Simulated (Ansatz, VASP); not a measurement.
# Ti3Al (Ti3Al (P6_3/mmc)) in two plane-wave programs

Wanted: the spread between two codes on one cell, functional and k mesh. The cell is taken from a series of runs on this material, whose earlier steps may have relaxed, scaled, displaced or heated it; both programs get it as it stands.

Program: Ansatz 0.2.0. Level of theory: plane waves, with VASP 6.6.1 beside it; relaxation of cell and atoms at PBE. Results are calculated unless marked as measured.

**1. The starting structure**

The structure is hexagonal, space group P6_3/mmc (No. 194). Conventional cell: a = 5.748 Å, b = 5.748 Å, c = 4.631 Å, α = 90.00°, β = 90.00°, γ = 120.00°. Nearest to Ti lie 8 Ti at 2.81 to 2.93 Å and 4 Al at 2.83 to 2.87 Å. Al has 12 Ti at 2.83 to 2.87 Å nearest. Farther neighbours are not listed.

**2. VASP: relaxation of cell and atoms, PBE**

The relaxed volume is the usual yardstick between codes: in a stiff, nearly cubic crystal its relative difference is about their pressure difference at one cell divided by the bulk modulus.

Lines of VASP's logs that name or quote its potential files are left out, and so is its time.

The input, INCAR:

```
SYSTEM = Ti3Al
PREC = Accurate
ENCUT = 500
EDIFF = 1E-07
NELM = 120
ISMEAR = -1
SIGMA = 0.05
LREAL = .FALSE.
ALGO = Normal
GGA = PE
NBANDS = 48
LASPH = .TRUE.
LORBIT = 11
LWAVE = .FALSE.
LCHARG = .FALSE.
ISIF = 3
IBRION = 2
NSW = 80
EDIFFG = -0.005
GGA_COMPAT = .FALSE.
NELMIN = 4
KPAR = 2
```

The input, POSCAR:

```
Ti3Al
1.0
    5.7476980000      0.0000000000      0.0000000000
   -2.8738490000      4.9776520000      0.0000000000
    0.0000000000      0.0000000000      4.6305470000
Ti Al
6 2
Direct
    0.8299032355      0.6598064710      0.2500000540
    0.1700968448      0.8299031351      0.7499999460
    0.6598062902      0.8299031351      0.7499999460
    0.3401937098      0.1700968649      0.2500000540
    0.8299031552      0.1700968649      0.2500000540
    0.1700968649      0.3401937299      0.7499999460
    0.3333333668      0.6666667336      0.2500000540
    0.6666666332      0.3333332664      0.7499999460
```

The input, KPOINTS:

```
Automatic mesh
0
Gamma
8 8 8
0 0 0
```

Potentials, in the order of the species: Ti_sv and Al (PBE family, release 64).

Started as:

```
mpirun -np 2 vasp_std
```

Numbers of over 12 decimals in the logs are rounded to 6 here.

The program printed:

```text
[banner, memory and clock lines left out]
running    2 mpi-ranks, on    1 nodes
 distrk:  each k-point on    1 cores,    2 groups
 distr:  one band on    1 cores,    1 groups

 POSCAR found type information on POSCAR TiAl
 POSCAR found :  2 types and       8 ions
 LDA part: xc-table for (Slater+PW92), standard interpolation
 POSCAR, INCAR and KPOINTS ok, starting setup
 FFT: planning ... GRIDC
 FFT: planning ... GRID_SOFT
 FFT: planning ... GRID
 WAVECAR not read
 entering main loop
       N       E                     dE             d eps       ncg     rms          rms(c)
DAV:   1     0.102830288159E+04    0.10283E+04   -0.38077E+04  4816   0.188E+03
DAV:   2     0.786217916897E+02   -0.94968E+03   -0.93033E+03  4800   0.591E+02
DAV:   3    -0.461200062407E+02   -0.12474E+03   -0.12031E+03  7648   0.183E+02
DAV:   4    -0.635298394983E+02   -0.17410E+02   -0.17059E+02  6992   0.600E+01
DAV:   5    -0.648453146107E+02   -0.13155E+01   -0.13095E+01  7584   0.142E+01    0.222E+01
DAV:   6    -0.565090071393E+02    0.83363E+01   -0.47306E+01  6256   0.422E+01    0.480E+00
DAV:   7    -0.567140780074E+02   -0.20507E+00   -0.34281E+00  6632   0.767E+00    0.416E+00
DAV:   8    -0.567476927970E+02   -0.33615E-01   -0.38932E-01  6592   0.351E+00    0.141E+00
DAV:   9    -0.567598574757E+02   -0.12165E-01   -0.86267E-02  6728   0.179E+00    0.500E-01
DAV:  10    -0.567623740437E+02   -0.25166E-02   -0.25238E-02  6720   0.864E-01    0.140E-01
DAV:  11    -0.567626797022E+02   -0.30566E-03   -0.27180E-03  6424   0.294E-01    0.708E-02
DAV:  12    -0.567626028897E+02    0.76813E-04   -0.52941E-04  6736   0.117E-01    0.306E-02
DAV:  13    -0.567625971328E+02    0.57569E-05   -0.58032E-05  7752   0.420E-02    0.449E-03
DAV:  14    -0.567625984781E+02   -0.13453E-05   -0.18023E-06  6224   0.799E-03    0.323E-03
DAV:  15    -0.567625982876E+02    0.19052E-06   -0.12111E-06  5240   0.606E-03    0.114E-03
DAV:  16    -0.567625984114E+02   -0.12378E-06   -0.84829E-08  3648   0.187E-03    0.713E-04
DAV:  17    -0.567625984533E+02   -0.41884E-07   -0.26081E-08  3600   0.115E-03
   1 F= -.56762598E+02 E0= -.56740062E+02  d E =-.567626E+02
[...]
2 F= -.56764750E+02 E0= -.56741903E+02  d E =-.215180E-02
[...]
3 F= -.56765691E+02 E0= -.56742956E+02  d E =-.309259E-02
[...]
4 F= -.56766077E+02 E0= -.56743328E+02  d E =-.386245E-03
[...]
5 F= -.56766109E+02 E0= -.56743353E+02  d E =-.417698E-03
 curvature:  -0.68 expect dE=-0.110E-04 dE for cont linesearch -0.208E-07
 ZBRENT: extrapolating
 opt :   1.3026  next Energy=   -56.766109 (dE=-0.418E-03)
 bond charge predicted
       N       E                     dE             d eps       ncg     rms          rms(c)
DAV:   1    -0.567661076732E+02    0.10683E-05   -0.85474E-05  5880   0.122E-01    0.646E-03
DAV:   2    -0.567661087580E+02   -0.10847E-05   -0.21208E-05  5200   0.309E-02    0.414E-03
DAV:   3    -0.567661084991E+02    0.25882E-06   -0.13409E-06  6480   0.912E-03    0.168E-03
DAV:   4    -0.567661085107E+02   -0.11611E-07   -0.20164E-07  3912   0.278E-03
   6 F= -.56766109E+02 E0= -.56743352E+02  d E =-.417468E-03
 curvature:  -0.70 expect dE=-0.112E-04 dE for cont linesearch -0.851E-07
 trial: gam= 0.03904 g(F)=  0.637E-05 g(S)=  0.958E-05 ort =-0.921E-05 (trialstep = 0.100E+01)
 search vector abs. value=  0.163E-04
 reached required accuracy - stopping structural energy minimisation
```

Parts of OUTCAR (step 2):

```text
ion  position               nearest neighbor table
   1  0.830  0.660  0.250-   4 2.81   5 2.81   8 2.83   8 2.83   2 2.87   3 2.87   2 2.87   3 2.87
                             7 2.87   7 2.87
   2  0.170  0.830  0.750-   6 2.81   3 2.81   7 2.83   7 2.83   1 2.87   4 2.87   1 2.87   4 2.87
                             8 2.87   8 2.87
   3  0.660  0.830  0.750-   6 2.81   2 2.81   7 2.83   7 2.83   1 2.87   5 2.87   1 2.87   5 2.87
                             8 2.87   8 2.87
   4  0.340  0.170  0.250-   5 2.81   1 2.81   8 2.83   8 2.83   2 2.87   6 2.87   2 2.87   6 2.87
                             7 2.87   7 2.87
   5  0.830  0.170  0.250-   4 2.81   1 2.81   8 2.83   8 2.83   3 2.87   6 2.87   3 2.87   6 2.87
                             7 2.87   7 2.87
   6  0.170  0.340  0.750-   2 2.81   3 2.81   7 2.83   7 2.83   5 2.87   4 2.87   5 2.87   4 2.87
                             8 2.87   8 2.87
   7  0.333  0.667  0.250-   3 2.83   2 2.83   6 2.83   3 2.83   2 2.83   6 2.83   4 2.87   5 2.87
                             1 2.87   1 2.87   5 2.87   4 2.87
   8  0.667  0.333  0.750-   4 2.83   5 2.83   1 2.83   4 2.83   5 2.83   1 2.83   3 2.87   2 2.87
                             6 2.87   6 2.87   2 2.87   3 2.87

  LATTYP: Found a hexagonal cell.
 ALAT       =     5.7476980000
 C/A-ratio  =     0.8056350560

 Subroutine GETGRP returns: Found 24 space group operations
 (whereof 12 operations were pure point group operations)

The static configuration has the point symmetry D_3d.
 The point group associated with its full space group is D_6h.

 Found     50 irreducible k-points:

   k-points           NKPTS =     50   k-points in BZ     NKDIM =     50   number of bands    NBANDS=     48

   dimension x,y,z NGX =    42 NGY =   42 NGZ =   36
   dimension x,y,z NGXF=    84 NGYF=   84 NGZF=   72

   ENCUT  =  500.0 eV  36.75 Ry    6.06 a.u.  10.48 10.48  8.44*2*pi/ulx,y,z

   NELECT =      78.0000    total number of electrons

 k-points in reciprocal lattice and weights: Automatic mesh
   0.00000000  0.00000000  0.00000000       0.002
   0.12500000  0.00000000  0.00000000       0.012
   0.25000000  0.00000000  0.00000000       0.012
   0.37500000  0.00000000  0.00000000       0.012
   0.50000000  0.00000000  0.00000000       0.006
   0.12500000  0.12500000  0.00000000       0.012
   0.25000000  0.12500000  0.00000000       0.023
   0.37500000  0.12500000  0.00000000       0.023
   0.25000000  0.25000000  0.00000000       0.012
[...]
0.25000000  0.25000000  0.50000000       0.012
   0.37500000  0.25000000  0.50000000       0.012

 average (electrostatic) potential at core
       1 -72.3438       2 -72.3438       3 -72.3438       4 -72.3438       5 -72.3438
       6 -72.3438       7 -71.0512       8 -71.0512

 E-fermi :   8.2335

 k-point     1 :       0.0000    0.0000    0.0000
  band No.  band energies     occupation
    ...
     36       7.3318      2.00000
     37       7.3318      2.00000
     38       7.7519      1.99987
     39       7.9364      1.99476
     40       8.2351      0.98373
     41       8.9713      0.00000
     42       8.9713      0.00000
     43       8.9895      0.00000
     44       9.1773      0.00000
     45       9.1773      0.00000
    ...

 k-point     2 :       0.1250    0.0000    0.0000
  band No.  band energies     occupation
    ...
     36       7.1414      2.00000
     37       7.3551      2.00000
     38       7.8505      1.99906
     39       7.9821      1.98698
     40       8.1826      1.46879
     41       8.9510      0.00000
     42       8.9882      0.00000
     43       9.0014      0.00000
     44       9.1501      0.00000
     45       9.2139      0.00000
    ...

 k-point     3 :       0.2500    0.0000    0.0000
  band No.  band energies     occupation
    ...
     35       7.2953      2.00000
     36       7.3564      2.00000
     37       7.4136      2.00000
     38       7.6491      1.99998
     39       8.0678      1.92980
     40       8.3380      0.22023
     41       8.9020      0.00000
     42       8.9899      0.00000
     43       9.0654      0.00000
     44       9.0742      0.00000
    ...

  Total        0.0201551      0.0201551     -0.0278501      0.0000000     -0.0000000      0.0000000
  in kB        0.2421918      0.2421917     -0.3346582      0.0000000     -0.0000000      0.0000000
  external PRESSURE =       0.0499084 kB  Pullay stress =       0.0000000 kB

  energy-cutoff  :      500.00
  volume of cell :      133.33
      direct lattice vectors                 reciprocal lattice vectors
     5.751475043 -0.000000000  0.000000000     0.173868441  0.100383001  0.000000000
    -2.875737521  4.980923014  0.000000000     0.000000000  0.200766002  0.000000000
     0.000000000 -0.000000000  4.654225691    -0.000000000 -0.000000000  0.214858511

 POSITION                                       TOTAL-FORCE (eV/Angst)
 -----------------------------------------------------------------------------------
      2.87574      3.29025      1.16356        -0.000000      0.004690     -0.000000
     -1.41157      4.13559      3.49067        -0.004061      0.002345      0.000000
      1.41157      4.13559      3.49067         0.004061      0.002345      0.000000
      1.46416      0.84534      1.16356        -0.004061     -0.002345      0.000000
      4.28731      0.84534      1.16356         0.004061     -0.002345     -0.000000
     -0.00000      1.69067      3.49067         0.000000     -0.004690      0.000000
     -0.00000      3.32062      1.16356        -0.000000     -0.000000      0.000000
      2.87574      1.66031      3.49067         0.000000      0.000000      0.000000
 -----------------------------------------------------------------------------------
    total drift:                                0.000001     -0.002528     -0.000000

  FREE ENERGIE OF THE ION-ELECTRON SYSTEM (eV)
  ---------------------------------------------------
  free  energy   TOTEN  =       -56.7661085107 eV

  energy  without entropy=      -56.7205956223  energy(sigma->0) =      -56.74335207

 reached required accuracy - stopping structural energy minimisation

 total charge
# of ion       s       p       d       tot
------------------------------------------
    1        2.229   6.120   1.916  10.266
    2        2.229   6.120   1.916  10.266
    3        2.229   6.120   1.916  10.266
    4        2.229   6.120   1.916  10.266
    5        2.229   6.120   1.916  10.266
    6        2.229   6.120   1.916  10.266
    7        0.419   0.418   0.000   0.837
    8        0.419   0.418   0.000   0.837
--------------------------------------------------
tot         14.214  37.558  11.496  63.268

[... 3 further parts left out ...]
```

CONTCAR:

```
Ti3Al
   1.00000000000000
     5.7514750427436381   -0.0000000000000000    0.0000000000000000
    -2.8757375213718190    4.9809230140245546    0.0000000000000000
     0.0000000000000000   -0.0000000000000000    4.6542256911711357
  Ti              Al
     6     2
Direct
     0.8302854007945835    0.6605708015891743    0.2500000539999974
     0.1697146795053407    0.8302853003945823    0.7499999460000026
     0.6605706207892470    0.8302853003945823    0.7499999460000026
     0.3394293792107529    0.1697146996054176    0.2500000539999974
     0.8302853204946592    0.1697146996054176    0.2500000539999974
     0.1697146996054176    0.3394293993108299    0.7499999460000026
     0.3333333667999980    0.6666667336000032    0.2500000539999974
     0.6666666332000020    0.3333332663999968    0.7499999460000026
```

The run keeps the 24 symmetry operations of its start, so it cannot find a distortion of lower symmetry.

(Continued in part 2 of 2.)

[Lines on the potential files, build, host, timing and source positions are cut from VASP's logs without a mark.]

[Logs are printed without paths, hosts, clocks, repeated set-up lines and the standing remarks that a program may print on its own settings, such as how far it seeks lower states.]

[Hosts, paths, dates, database ids (printed as entryN), source tags and the programs' standing remarks are cut or masked in the printed files.]
